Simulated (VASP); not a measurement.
VASP input:

**POSCAR**
```
InAs
1.0
  4.2977050736   0.0000000000   0.0000000000
 -2.1488525368   3.7219219211   0.0000000000
  0.0000000000   0.0000000000   7.0608264365
In As
2 2
direct
  0.3333330000   0.6666670000   0.0002999267
  0.6666670000   0.3333330000   0.5002999267
  0.3333330000   0.6666670000   0.3747000733
  0.6666670000   0.3333330000   0.8747000733
```

### KPOINTS
```
Automatic mesh
0
Gamma
9 9 5
0 0 0
```

### INCAR
```
! general
SYSTEM  = InAs
PREC    = Accurate
ENCUT   = 400
LREAL   = F
LASPH   = T

! electronic loop
EDIFF   = 1E-6
NELM    = 100
ALGO    = Normal
LMAXMIX = 4

! smearing
ISMEAR  = 1
SIGMA   = 0.1

! functional
GGA     = PS

! ions
IBRION  = 2
NSW     = 60
ISIF    = 3
EDIFFG  = -0.01

! output
LWAVE   = F
LCHARG  = F
```

POTCAR, in this order: In_d As (PBE.64 set). Program: vasp_std.

### Question
Translate this PBEsol calculation to Quantum ESPRESSO's pw.x.

### Answer
One equivalent input (not run):
```
&CONTROL
  calculation = 'vc-relax'
  pseudo_dir = './pseudo'
  outdir = './out'
  tprnfor = .true.
  tstress = .true.
  nstep = 60
  forc_conv_thr = 0.00039
/
&SYSTEM
  ibrav = 0
  nat = 4
  ntyp = 2
  ecutwfc = 84
  occupations = 'smearing'
  smearing = 'methfessel-paxton'
  degauss = 0.00735
  input_dft = 'pbesol'
/
&ELECTRONS
  conv_thr = 7.3e-08
  electron_maxstep = 100
/
&IONS
/
&CELL
/
ATOMIC_SPECIES
  In 114.818 In.upf
  As 74.922 As.upf
CELL_PARAMETERS angstrom
     4.2977051    0.0000000    0.0000000
    -2.1488525    3.7219219    0.0000000
     0.0000000    0.0000000    7.0608264
ATOMIC_POSITIONS crystal
  In   0.3333330  0.6666670  0.0002999
  In   0.6666670  0.3333330  0.5002999
  As   0.3333330  0.6666670  0.3747001
  As   0.6666670  0.3333330  0.8747001
K_POINTS automatic
  9 9 5 0 0 0
```
The two are equivalent in intent, not identical: the potentials are each code's own (VASP's PAW set, PseudoDojo norm-conserving files in pw.x), so ENCUT and ecutwfc are chosen apart and not converted; conv_thr bounds pw.x's estimated SCF error, while EDIFF bounds the energy change between steps; forc_conv_thr acts on force components and is met together with etot_conv_thr.

The structure was generated: InAs was put into the wurtzite type (P6_3mc), which need not be its known phase. It was relaxed first. The start is the result of an earlier pass.
